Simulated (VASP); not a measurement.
# GaGe (F-43m) in VASP: single point with LDA

Aim: the single point of GaGe with LDA.

All numbers are computed with VASP 6.6.1; they aren't measurements. Logs are shortened: lines on timing, memory, paths and dates and some standing lists are left out, and cuts for length are marked.

**1. The crystal as given**

It takes space group F-43m (No. 216, cubic). Conventional cell: a = 5.796 Å, b = 5.796 Å, c = 5.796 Å, α = 90.00°, β = 90.00°, γ = 90.00°. Ga (site symmetry -43m) is surrounded by 4 Ge at 2.51 Å. Ge (site symmetry -43m) is surrounded by 4 Ga at 2.51 Å.

The cell comes from a database or a generator and needn't be the stable form of this composition.

**2. Single point, LDA**

INCAR reads:

```
ALGO = Normal ; EDIFF = 1E-7
ENCUT = 520 ; GGA = CA
ISIF = 2 ; ISMEAR = 0
LASPH = True ; LCHARG = False
LREAL = False ; LWAVE = False
NBANDS = 20 ; NELM = 100
PREC = Accurate ; SIGMA = 0.15
```

KPOINTS reads:

```
k-points
0
Gamma
  14 14 14
```

POSCAR reads:

```
GaGe
1.0
    0.0000000000      2.8978440000      2.8978440000
    2.8978440000      0.0000000000      2.8978440000
    2.8978440000      2.8978440000      0.0000000000
Ga Ge
1 1
Direct
    0.7500000000      0.7500000000      0.7500000000
    0.0000000000      0.0000000000      0.0000000000
```

Potentials or basis: VASP PAW LDA potentials, release 64 (Ga_d, Ge_d).

Launch:

```bash
$ cat potpaw_LDA.64/Ga_d/POTCAR potpaw_LDA.64/Ge_d/POTCAR > POTCAR
$ mpirun -np 1 vasp_std > vasp.out
```

OUTCAR:

```text
EDIFF = 1E-7
   ENCUT = 520
   GGA = CA
   ISIF = 2
   ISMEAR = 0
   LASPH = True
   LREAL = False
   NELM = 100
   PREC = Accurate

 ion  position               nearest neighbor table
   1  0.750  0.750  0.750-   2 2.51   2 2.51   2 2.51   2 2.51
   2  0.000  0.000  0.000-   1 2.51   1 2.51   1 2.51   1 2.51

  LATTYP: Found a face centered cubic cell.
 ALAT       =     5.7956880000

  Lattice vectors:

 A1 = (   0.0000000000,   2.8978440000,   2.8978440000)
 A2 = (   2.8978440000,   0.0000000000,   2.8978440000)
 A3 = (   2.8978440000,   2.8978440000,   0.0000000000)

Analysis of symmetry for initial positions (statically):
=====================================================================
 Subroutine PRICEL returns:
 Original cell was already a primitive cell.

 Routine SETGRP: Setting up the symmetry group for a
 face centered cubic supercell.

 Subroutine GETGRP returns: Found 24 space group operations
 (whereof 24 operations were pure point group operations)
 out of a pool of 48 trial point group operations.

The static configuration has the point symmetry T_d .

Analysis of symmetry for dynamics (positions and initial velocities):
=====================================================================
 Subroutine PRICEL returns:
 Original cell was already a primitive cell.

 Routine SETGRP: Setting up the symmetry group for a
 face centered cubic supercell.

 Subroutine GETGRP returns: Found 24 space group operations
 (whereof 24 operations were pure point group operations)
 out of a pool of 48 trial point group operations.

The dynamic configuration has the point symmetry T_d .

 Subroutine INISYM returns: Found 24 space group operations
 (whereof 24 operations are pure point group operations),
 and found     1 'primitive' translations

----------------------------------------------------------------------------------------

                                     Primitive cell

  volume of cell :      48.6693

  direct lattice vectors                    reciprocal lattice vectors
     0.000000000  2.897844000  2.897844000    -0.172542069  0.172542069  0.172542069
     2.897844000  0.000000000  2.897844000     0.172542069 -0.172542069  0.172542069
     2.897844000  2.897844000  0.000000000     0.172542069  0.172542069 -0.172542069

  length of vectors
     4.098170286  4.098170286  4.098170286     0.298851630  0.298851630  0.298851630

  position of ions in fractional coordinates (direct lattice)
     0.750000000  0.750000000  0.750000000
[... 77 lines left out ...]
   NELM   =    100;   NELMIN=  2; NELMDL= -5     # of ELM steps
   EDIFF  = 0.1E-06   stopping-criterion for ELM
   LREAL  =      F    real-space projection
   EDIFFG = 0.1E-05   stopping-criterion for IOM
   NSW    =      0    number of steps for IOM
   IBRION =     -1    ionic relax: 0-MD 1-quasi-New 2-CG
   NFREE  =      0    steps in history (QN), initial steepest desc. (CG)
   ISIF   =      2    stress and relaxation
   ISYM   =      2    0-nonsym 1-usesym 2-fastsym
   POTIM  = 0.5000    time-step for ionic-motion
   TEBEG  =    0.0;   TEEND  =   0.0 temperature during run
   PSTRESS=    0.0 pullay stress
   NELECT =      27.0000    total number of electrons
   NUPDOWN=      -1.0000    fix difference up-down
   EMIN   =  10.00;   EMAX   =-10.00  energy-range for DOS
   EFERMI =   0.00;   METHOD = LEGACY
   ISMEAR =     0;   SIGMA  =   0.15  broadening in eV -4-tet -1-fermi 0-gaus
   EFERMI_NEDOS =   21; number of points for ismear=-14 and -15
   IALGO  =     38    algorithm
   IMIX   =      4    mixing-type and parameters
     AMIX     =   0.40;   BMIX     =  1.00
     AMIX_MAG =   1.60;   BMIX_MAG =  1.00
  volume/ion in A,a.u.               =      24.33       164.22
  Fermi-wavevector in a.u.,A,eV,Ry     =   1.345172  2.542006 24.619567  1.809487
  Thomas-Fermi vector in A             =   2.473106
   LORBIT       =      0    0 simple, 1 ext, 2 COOP (PROOUT), +10 PAW based schemes
   GGA     = CA    functional components
   LHFCALC =     F    Hartree Fock is set to
   AEXX    =    0.0000 exact exchange contribution
   IVDW    =     0    specifies the selected vdW correction
   LEPSILON=     F    determine dielectric tensor
   LRPA    =     F    only Hartree local field effects (RPA)
 non-spin polarized calculation
 Gauss-broadening in eV      SIGMA  =   0.15
  energy-cutoff  :      520.00
  volume of cell :       48.67
 maximum number of plane-waves:      1363
   NGX = 15   NGY = 15   NGZ = 15

 number of electron      26.9999991 magnetization

 Free energy of the ion-electron system (eV)
  ---------------------------------------------------
  ext. energy  EPLUGINS =         0.00000000
  ---------------------------------------------------
  free energy    TOTEN  =        -8.38707499 eV

  energy without entropy =       -8.37330405  energy(sigma->0) =       -8.38018952

 E-fermi :   2.7566     XC(G=0):  -9.8948

 val. band max:        2.7536209056   @ k =   0.5000   0.1429   0.0000
 cond. band min:       2.7606991329   @ k =   0.2857   0.1429   0.0000
 fundamental gap:      0.0070782274
 Fermi energy:         2.7565868971

 k-point     1 :       0.0000    0.0000    0.0000
  band No.  band energies     occupation
      1     -21.2595      2.00000
      2     -21.2595      2.00000
      3     -21.2595      2.00000
      4     -21.2397      2.00000
      5     -21.2397      2.00000
      6     -11.6511      2.00000
[... 541 lines left out ...]
     19      11.7389      0.00000
     20      13.2774      0.00000

 [... further k-points ...]

------------------------ aborting loop because EDIFF is reached ----------------------------------------

  FORCE on cell =-STRESS in cart. coord.  units (eV):
  Direction    XX          YY          ZZ          XY          YZ          ZX
  --------------------------------------------------------------------------------------
  -------------------------------------------------------------------------------------
  Total       -1.2511014     -1.2511014     -1.2511014      0.0000000     -0.0000000      0.0000000
  in kB      -41.1858563    -41.1858563    -41.1858563      0.0000000     -0.0000000      0.0000000
  external PRESSURE =     -41.1858563 kB  Pullay stress =       0.0000000 kB

 VOLUME and BASIS-vectors are now :
 -----------------------------------------------------------------------------
  energy-cutoff  :      520.00
  volume of cell :       48.67
      direct lattice vectors                 reciprocal lattice vectors
     0.000000000  2.897844000  2.897844000    -0.172542069  0.172542069  0.172542069
     2.897844000  0.000000000  2.897844000     0.172542069 -0.172542069  0.172542069
     2.897844000  2.897844000  0.000000000     0.172542069  0.172542069 -0.172542069

 POSITION                                       TOTAL-FORCE (eV/Angst)
 -----------------------------------------------------------------------------------
      4.34677      4.34677      4.34677        -0.000000     -0.000000     -0.000000
      0.00000      0.00000      0.00000         0.000000      0.000000      0.000000
 -----------------------------------------------------------------------------------
    total drift:                               -0.000001     -0.000001     -0.000001

  FREE ENERGIE OF THE ION-ELECTRON SYSTEM (eV)
  ---------------------------------------------------
  free  energy   TOTEN  =        -8.3870749918 eV

  energy  without entropy=       -8.3733040478  energy(sigma->0) =       -8.38018952
```

Wall time 70 s (1 thread of Intel Xeon Platinum 8559C (Emerald Rapids), shared host); peak memory 0.22 GiB.

What came out:

```yaml
Free_energy: -8.3871 eV
Pressure: -4.1 GPa
Band_gap_on_the_k_mesh: none (metal or under the smearing width)
```

Levels at points of the mesh, in eV from the Fermi level:
```csv
k point,band 10,band 11,band 12,band 13,band 14,band 15,band 16,band 17,band 18,band 19
"(0.00, 0.00, 0.00)",-14.35,-10.51,1.73,1.73,1.73,1.95,4.39,4.39,4.39,7.61
"(0.50, 0.00, 0.00)",-14.35,-8.56,-5.35,0.43,0.43,2.01,5.38,5.38,8.16,11.35
"(0.50, 0.50, 0.00)",-14.34,-7.51,-5.80,-1.20,-1.20,2.33,2.43,10.96,10.96,12.15
```
